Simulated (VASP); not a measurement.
Given:

```xyz
3
Lattice="0.0000 2.9707 2.9707 2.9707 0.0000 2.9707 2.9707 2.9707 0.0000" Properties=species:S:1:pos:R:3 pbc="T T T"
Al     1.4854     1.4854     1.4854
Al     4.4561     4.4561     4.4561
Pt     0.0000     0.0000     0.0000
```

All values below come from optB88-vdW, VASP's PBE PAW potentials (set 64) (plane waves; VASP). Run with 520 eV cut-off, Gaussian smearing of 0.050 eV, potentials Al Pt.

Problem. Give the energies of bands 1 to 11 at the high-symmetry points, in eV from the Fermi level.

Solution. 
```csv
band,Γ,X,U,L,W
1,-10.12,-6.18,-6.41,-7.83,-5.97
2,-5.00,-6.04,-5.88,-6.03,-5.97
3,-5.00,-5.79,-5.49,-4.68,-5.36
4,-5.00,-3.77,-4.27,-4.68,-4.98
5,-3.66,-3.77,-3.94,-3.71,-3.77
6,-3.66,-3.41,-3.60,-3.45,-3.24
7,2.73,-3.18,-3.05,-3.45,-2.77
8,3.81,-1.56,-2.00,1.01,-2.77
9,3.81,-1.56,-0.60,1.01,-0.88
10,3.81,2.98,3.24,3.76,5.12
11,5.32,3.42,5.39,5.11,5.12
```

It has no gap at this level: it comes out as a metal or semimetal.

The compound is PtAl2 in the fluorite structure. It was relaxed first.
